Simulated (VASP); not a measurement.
Given:

```
CSi
1.0
    1.54077    -2.66869     0.00000
    1.54077     2.66869     0.00000
    0.00000     0.00000     5.05896
Si C
2 2
Direct
  0.66667   0.33333   0.49957
  0.33333   0.66667   0.99957
  0.66667   0.33333   0.87543
  0.33333   0.66667   0.37543
```

All values below come from PBE GGA with D3 dispersion (zero damping), VASP's PBE PAW potentials (set 64) (plane waves; VASP). Numerical set-up: 520 eV cut-off, Gaussian smearing of 0.050 eV, potentials Si C.

**Question.** Give the energies of bands 3 to 11 at the high-symmetry points, in eV from the valence-band maximum.

**Answer.** 
| band | Γ | M | K | A | L | H |
|---|---|---|---|---|---|---|
| 3 | -8.66 | -7.75 | -6.70 | -4.43 | -8.23 | -7.73 |
| 4 | -1.31 | -6.28 | -6.25 | -4.43 | -8.23 | -7.73 |
| 5 | -1.31 | -5.41 | -6.25 | -0.71 | -2.44 | -5.61 |
| 6 | -0.11 | -3.31 | -4.02 | -0.71 | -2.44 | -5.61 |
| 7 | 0.00 | -3.27 | -4.02 | -0.71 | -2.32 | -1.73 |
| 8 | 0.00 | -1.19 | -3.81 | -0.71 | -2.32 | -1.73 |
| 9 | 4.76 | 2.77 | 2.29 | 5.85 | 3.27 | 5.04 |
| 10 | 6.14 | 4.22 | 8.15 | 5.85 | 3.27 | 5.04 |
| 11 | 6.63 | 6.84 | 8.82 | 7.32 | 5.23 | 6.01 |

The gap is indirect, 2.29 eV, from the valence maximum at Γ to the conduction minimum at K.

Measured: gap 3.33 eV (computed value off by -1.04 eV), as given by Daiki Deguchi et al., Japanese Journal of Applied Physics (2016), arXiv:1512.06930.

The compound is SiC in the wurtzite structure, the rare 2H polytype. It was relaxed first.
